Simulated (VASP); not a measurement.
An input for Quantum ESPRESSO's pw.x (written as the equivalent of a VASP run, and not itself run):

```
&CONTROL
  calculation = 'vc-relax'
  pseudo_dir = './pseudo'
  outdir = './out'
  tprnfor = .true.
  tstress = .true.
  nstep = 60
  forc_conv_thr = 0.00078
/
&SYSTEM
  ibrav = 0
  nat = 9
  ntyp = 2
  ecutwfc = 84
  occupations = 'smearing'
  smearing = 'gaussian'
  degauss = 0.003675
  input_dft = 'pbe'
/
&ELECTRONS
  conv_thr = 7.3e-08
  electron_maxstep = 100
/
&IONS
/
&CELL
/
ATOMIC_SPECIES
  Si 28.085 Si.upf
  O 15.999 O.upf
CELL_PARAMETERS angstrom
     2.5027832   -4.3349478   -0.0000000
     2.5027832    4.3349478    0.0000000
    -0.0000000   -0.0000000    5.4933254
ATOMIC_POSITIONS crystal
  Si   0.0000000  0.4746037  0.3333330
  Si   0.5253963  0.5253963  0.0000000
  Si   0.4746037  0.0000000  0.6666670
  O    0.2594384  0.4142424  0.2084176
  O    0.5857576  0.8451960  0.8750846
  O    0.7405616  0.1548040  0.4582484
  O    0.8451960  0.5857576  0.1249154
  O    0.4142424  0.2594384  0.7915824
  O    0.1548040  0.7405616  0.5417516
K_POINTS automatic
  5 5 4 0 0 0
```

Problem. Write the VASP files for the same calculation (PBE).

Solution. This is not unique; one that fits is 
INCAR:
```
SYSTEM = SiO2
PREC = Accurate
ENCUT = 480
EDIFF = 1E-6
NELM = 100
ALGO = Normal
LREAL = .FALSE.
LASPH = .TRUE.
ISMEAR = 0
SIGMA = 0.05
GGA = PE
LWAVE = .FALSE.
LCHARG = .FALSE.
IBRION = 2
ISIF = 3
NSW = 60
EDIFFG = -0.02
```

File POSCAR:
```
SiO2
1
    2.5027832349    -4.3349478446    -0.0000000000
    2.5027832349     4.3349478446     0.0000000000
   -0.0000000000    -0.0000000000     5.4933253676
Si O
3 6
Direct
  0.0000000000   0.4746037296   0.3333330000
  0.5253962704   0.5253962704   0.0000000000
  0.4746037296   0.0000000000   0.6666670000
  0.2594383701   0.4142423970   0.2084176488
  0.5857576030   0.8451959729   0.8750846488
  0.7405616299   0.1548040271   0.4582483512
  0.8451959729   0.5857576030   0.1249153512
  0.4142423970   0.2594383701   0.7915823512
  0.1548040271   0.7405616299   0.5417516488
```

### KPOINTS
```
Automatic mesh
0
Gamma
  5 5 4
```

POTCAR, in this order: Si O (PBE.64 set). Program: vasp_std.

What does not carry over: the potentials are each code's own (VASP's PAW set, PseudoDojo norm-conserving files in pw.x), so ENCUT and ecutwfc are chosen apart and not converted; conv_thr bounds pw.x's estimated SCF error, while EDIFF bounds the energy change between steps; forc_conv_thr acts on force components and is met together with etot_conv_thr.

The compound is SiO2 in the quartz structure. It was relaxed first, which changed the volume by +5 %. The start is the result of an earlier pass.
